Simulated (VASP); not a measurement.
Output of a VASP run:

### OSZICAR
```
       N       E                     dE             d eps       ncg     rms          rms(c)
DAV:   1     0.292817662046E+01    0.29282E+01   -0.44113E+03   792   0.855E+02
DAV:   2    -0.143162328068E+01   -0.43598E+01   -0.43578E+01   896   0.511E+01
DAV:   3    -0.146741844495E+01   -0.35795E-01   -0.35707E-01  1064   0.539E+00
DAV:   4    -0.146752439180E+01   -0.10595E-03   -0.10595E-03   984   0.234E-01
DAV:   5    -0.146752470376E+01   -0.31196E-06   -0.31189E-06  1096   0.984E-03    0.729E+00
DAV:   6    -0.147513070509E+01   -0.76060E-02   -0.15920E-03   952   0.361E-01    0.438E+00
DAV:   7    -0.148063497188E+01   -0.55043E-02   -0.36641E-03   944   0.550E-01    0.571E-02
DAV:   8    -0.148069284328E+01   -0.57871E-04   -0.17728E-04   800   0.116E-01    0.166E-02
DAV:   9    -0.148070283875E+01   -0.99955E-05   -0.13944E-05   936   0.343E-02    0.573E-03
DAV:  10    -0.148070144381E+01    0.13949E-05   -0.70831E-06   792   0.220E-02    0.457E-03
DAV:  11    -0.148070150748E+01   -0.63675E-07   -0.23770E-07   440   0.451E-03
   1 F= -.14807015E+01 E0= -.14805599E+01  d E =-.148070E+01
       N       E                     dE             d eps       ncg     rms          rms(c)
DAV:   1    -0.149832028879E+01   -0.17619E-01   -0.27143E-01   752   0.437E+00    0.530E-01
DAV:   2    -0.148816844131E+01    0.10152E-01   -0.84457E-03   784   0.833E-01    0.307E-01
DAV:   3    -0.148344377976E+01    0.47247E-02   -0.11788E-02   848   0.886E-01    0.123E-01
DAV:   4    -0.148342232761E+01    0.21452E-04   -0.14597E-04   768   0.120E-01    0.650E-02
DAV:   5    -0.148341871712E+01    0.36105E-05   -0.21232E-05  1016   0.273E-02    0.711E-03
DAV:   6    -0.148341911946E+01   -0.40234E-06   -0.29732E-07   504   0.468E-03
   2 F= -.14834191E+01 E0= -.14833214E+01  d E =-.271761E-02
       N       E                     dE             d eps       ncg     rms          rms(c)
DAV:   1    -0.149302338917E+01   -0.96047E-02   -0.16044E-01   752   0.337E+00    0.407E-01
DAV:   2    -0.148701948083E+01    0.60039E-02   -0.49874E-03   760   0.643E-01    0.237E-01
DAV:   3    -0.148423002940E+01    0.27895E-02   -0.69875E-03   848   0.683E-01    0.968E-02
DAV:   4    -0.148421797791E+01    0.12051E-04   -0.97610E-05   768   0.956E-02    0.436E-02
DAV:   5    -0.148421675143E+01    0.12265E-05   -0.10751E-05   968   0.203E-02    0.545E-03
DAV:   6    -0.148421697717E+01   -0.22574E-06   -0.17218E-07   440   0.377E-03
   3 F= -.14842170E+01 E0= -.14841292E+01  d E =-.351547E-02
       N       E                     dE             d eps       ncg     rms          rms(c)
DAV:   1    -0.148451985768E+01   -0.30311E-03   -0.51885E-03   752   0.610E-01    0.729E-02
DAV:   2    -0.148432683168E+01    0.19303E-03   -0.16120E-04   760   0.117E-01    0.424E-02
DAV:   3    -0.148423660783E+01    0.90224E-04   -0.22585E-04   856   0.123E-01    0.175E-02
DAV:   4    -0.148423681114E+01   -0.20330E-06   -0.30180E-06   752   0.169E-02
   4 F= -.14842368E+01 E0= -.14841482E+01  d E =-.353530E-02
```

**OUTCAR**
```
------------------------ aborting loop because EDIFF is reached ----------------------------------------
  FORCE on cell =-STRESS in cart. coord.  units (eV):
  Direction    XX          YY          ZZ          XY          YZ          ZX
  --------------------------------------------------------------------------------------
  Total       -0.0014208     -0.0014208     -0.0014208      0.0000000      0.0000000     -0.0000000
  in kB       -0.0577914     -0.0577914     -0.0577914      0.0000000      0.0000000     -0.0000000
  external PRESSURE =      -0.0577914 kB  Pullay stress =       0.0000000 kB
  volume of cell :       39.39
      direct lattice vectors                 reciprocal lattice vectors
    -0.000000000  2.700507777  2.700507777    -0.185150365  0.185150365  0.185150365
     2.700507777 -0.000000000  2.700507777     0.185150365 -0.185150365  0.185150365
     2.700507777  2.700507777  0.000000000     0.185150365  0.185150365 -0.185150365
 POSITION                                       TOTAL-FORCE (eV/Angst)
 -----------------------------------------------------------------------------------
      2.70051     -0.00000      2.70051        -0.000000      0.000000      0.000000
 -----------------------------------------------------------------------------------
    total drift:                                0.000000     -0.000000      0.000000
  FREE ENERGIE OF THE ION-ELECTRON SYSTEM (eV)
  ---------------------------------------------------
  free  energy   TOTEN  =        -1.4842368111 eV

  energy  without entropy=       -1.4839710193  energy(sigma->0) =       -1.48414821

 reached required accuracy - stopping structural energy minimisation
```
(Selected blocks of OUTCAR.)

**POSCAR**
```
Yb
1
    0.0000000000     2.7400000000     2.7400000000
    2.7400000000     0.0000000000     2.7400000000
    2.7400000000     2.7400000000     0.0000000000
Yb
1
Direct
  0.0000000000   0.0000000000   0.0000000000
```

Task: Write an INCAR and KPOINTS that could have produced this output.

Result: Several could match; the one computed here: the input of the run itself, PW91 GGA, plane waves, VASP's PBE PAW potentials (set 64).

KPOINTS:
```
kpoints
0
Gamma
  10 10 10
```

INCAR:
```
SYSTEM = Yb
PREC = Accurate
ENCUT = 520
EDIFF = 1E-6
NELM = 100
ALGO = Normal
LREAL = .FALSE.
LASPH = .TRUE.
ISMEAR = 1
SIGMA = 0.1
GGA = 91
LMAXMIX = 6
LWAVE = .FALSE.
LCHARG = .FALSE.
IBRION = 2
ISIF = 3
NSW = 60
EDIFFG = -0.01
```

POTCAR, in this order: Yb_2 (PBE.64 set). Program: vasp_std.

The 4f electrons are frozen in the core of the lanthanide potential, so 4f levels, which can set the real gap, and their magnetism are missing. Energy and stress use the plane-wave basis of the starting cell.

The compound is Yb in the fcc structure. This run relaxes it. Symmetry was kept, so distortions that lower it aren't found.
